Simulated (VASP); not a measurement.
An input for Ansatz (written as the equivalent of a VASP run, and not itself run):

Ansatz 0.2 input:
```yaml
crystal:
  lattice:
    - [0.0000000, 3.0472072, 3.0472072]
    - [3.0472072, 0.0000000, 3.0472072]
    - [3.0472072, 3.0472072, 0.0000000]
  atoms:
    - { symbol: Cd, position: [0.0000000, 0.0000000, 0.0000000] }
    - { symbol: Se, position: [0.2500000, 0.2500000, 0.2500000] }
kpoints:
  mp_grid: { grid: [8, 8, 8] }
hamiltonian:
  xc: pbesol
  pseudopotentials: { kind: paw }
scf:
  occupations: { method: gaussian, width: 0.05 }
  max_iter: 100
relax:
  max_steps: 40
  f_tol: 0.02
  cell: { p_target: 5 }
output: { forces: true, stress: true, eigenvalues: true }
```

Task: Translate this input to VASP (INCAR, KPOINTS, POSCAR, choice of POTCAR).

Result: Several could match; the one computed here: 
INCAR:
```
ALGO  =  Normal
EDIFF  =  1E-6
EDIFFG  =  -0.02
ENCUT  =  500
GGA  =  PS
IBRION  =  2
ISIF  =  3
ISMEAR  =  0
LASPH  =  .True.
LCHARG  =  .False.
LMAXMIX  =  4
LREAL  =  .False.
LWAVE  =  .False.
NELM  =  100
NSW  =  40
PREC  =  Accurate
PSTRESS  =  50
SIGMA  =  0.05
SYSTEM  =  CdSe
```

File KPOINTS:
```
Automatic mesh
0
Gamma
8 8 8
0 0 0
```

POSCAR:
```
CdSe
1
    0.0000000000     3.0472072024     3.0472072024
    3.0472072024     0.0000000000     3.0472072024
    3.0472072024     3.0472072024     0.0000000000
Cd Se
1 1
Direct
  0.0000000000   0.0000000000   0.0000000000
  0.2500000000   0.2500000000   0.2500000000
```

POTCAR, in this order: Cd Se (PBE.64 set). Program: vasp_std.

Limits of the translation: each code has its own PAW files, so the cut-off isn't converted (ENCUT is set for VASP's; basis.ecutwfc is left out, and Ansatz then takes the one that its files recommend); Ansatz stops its SCF on the density residual and VASP on the energy change (EDIFF).

The compound is CdSe in the zinc blende structure, whereas wurtzite is the usual form. This run relaxes it under an external pressure of 5 GPa. Symmetry was kept, so distortions that lower it aren't found.
